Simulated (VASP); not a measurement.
Computed with revPBE GGA, VASP's PBE PAW potentials (set 64) (plane waves; VASP 6.6.1).

VASP input:

INCAR:
```
SYSTEM = BaTiO3
PREC = Accurate
ENCUT = 520
EDIFF = 1E-7
NELM = 100
ALGO = Normal
LREAL = .FALSE.
LASPH = .TRUE.
ISMEAR = 0
SIGMA = 0.05
GGA = RE
LMAXMIX = 4
LWAVE = .FALSE.
LCHARG = .FALSE.
ISIF = 2
```

KPOINTS:
```
Automatic mesh
0
Gamma
6 6 6
0 0 0
```

### POSCAR
```
BaTiO3
1.0
  4.0183899237   0.0000000000   0.0000000000
  0.0000000000   4.0183899237   0.0000000000
  0.0000000000   0.0000000000   4.0183899237
Ba Ti O
1 1 3
Cartesian
  0.0000000000   0.0000000000   0.0000000000
  2.0091949619   2.0091949619   2.0091949619
  2.0091949619   0.0000000000   2.0091949619
  0.0000000000   2.0091949619   2.0091949619
  2.0091949619   2.0091949619   0.0000000000
```

POTCAR, in this order: Ba_sv Ti_sv O (PBE.64 set). Program: vasp_std.

Unless said otherwise, spin-orbit coupling is left out, though it shifts the bands of the heavy elements here.

Q: Estimate the energy per atom (σ→0), pressure, band gap (on the k-mesh).

A: 
- energy per atom (σ→0) = -7.636 eV/atom
- band gap (on the k-mesh) = 1.75 eV
- pressure = 4.91 GPa

### OSZICAR
```
...
DAV:  11    -0.381790783279E+02    0.11885E-02   -0.77528E-03  1416   0.720E-01    0.661E-02
DAV:  12    -0.381792406878E+02   -0.16236E-03   -0.22025E-03  1136   0.501E-01    0.850E-02
DAV:  13    -0.381791462625E+02    0.94425E-04   -0.39136E-04  1232   0.164E-01    0.182E-02
DAV:  14    -0.381791586456E+02   -0.12383E-04   -0.31427E-05  1320   0.520E-02    0.276E-02
DAV:  15    -0.381791495594E+02    0.90862E-05   -0.27248E-05  1216   0.494E-02    0.483E-03
DAV:  16    -0.381791492251E+02    0.33429E-06   -0.30999E-06  1448   0.123E-02    0.245E-03
DAV:  17    -0.381791493136E+02   -0.88553E-07   -0.44294E-07   936   0.627E-03
   1 F= -.38179149E+02 E0= -.38179149E+02  d E =-.184430E-25
```

The compound is BaTiO3 in the cubic perovskite structure, the ideal cubic form; the compound distorts at low or room temperature. This cell is one point of a volume scan, at 0.97 of the reference volume.
